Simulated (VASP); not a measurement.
**TiN: relaxation of cell and atoms with PBEsol**

TiN:

```
Ti N
1.0
     0.00000    2.12062    2.12062
     2.12062    0.00000    2.12062
     2.12062    2.12062    0.00000
Ti N
1 1
Direct
  0.00000 0.00000 0.00000
  0.50000 0.50000 0.50000
```

The cell is a database's computed one.

| Item | Value |
| --- | --- |
| Program | VASP 6.6.1 |
| Task | relaxation of cell and atoms |
| Functional | PBEsol |
| Potentials or basis | VASP PAW PBE potentials, release 64 (Ti_sv, N_s) |
| Cutoff | 480 eV |
| k mesh | 18 × 18 × 18 |
| Occupations | gaussian, width 0.1 eV |
| Spin | no spin polarisation |
| Further INCAR settings | ALGO = Normal; EDIFF = 1e-07; IBRION = 2; EDIFFG = -0.005; NSW = 90; ISIF = 3 |

```json
{
  "Relaxed volume": "9.30 Å³/atom",
  "Relaxed cell": "a = 2.974 Å, b = 2.974 Å, c = 2.974 Å, α = 60.00°, β = 60.00°, γ = 60.00°",
  "Space group after relaxing (to 0.05 Å)": "Fm-3m (No. 225)",
  "Energy gained by relaxing": "5.4 meV/atom",
  "Ionic steps": "3",
  "Pressure after relaxing": "-0.1 GPa",
  "Band gap on the k mesh": "none (metal or under the smearing width)"
}
```

The path:
```csv
step,energy change (eV),largest force (eV/Å),pressure (GPa),volume (Å³)
1,0.0000,0.0000,-7.17,19.07
2,0.0141,0.0000,12.10,17.92
3,-0.0108,0.0000,-0.08,18.60
```

Final structure:
```yaml
crystal:
  lattice:
    - [0.00000, 2.10312, 2.10312]
    - [2.10312, 0.00000, 2.10312]
    - [2.10312, 2.10312, 0.00000]
  atoms:
    - { symbol: Ti, position: [0.00000, 0.00000, 0.00000] }
    - { symbol: N, position: [0.50000, 0.50000, 0.50000] }
```

Levels at points of the mesh, in eV from the Fermi level:
```
           k point  band 6  band 7  band 8  band 9  band 10  band 11  band 12
(0.00, 0.00, 0.00)   -2.05   -2.05   -2.05   -0.65    -0.65    -0.65     0.60
(0.50, 0.00, 0.00)   -8.28   -5.62   -5.62    1.77     1.77     2.48     5.98
(0.50, 0.50, 0.00)   -5.90   -3.26   -3.26   -3.22     1.72     2.52     2.52
```

It took 42 s on 1 thread of Intel(R) Xeon(R) 6975P-C (Granite Rapids) (shared host), peak memory 0.18 GiB.

Caveat: the PAW data sets were made with another functional, which shifts forces and pressure a little.
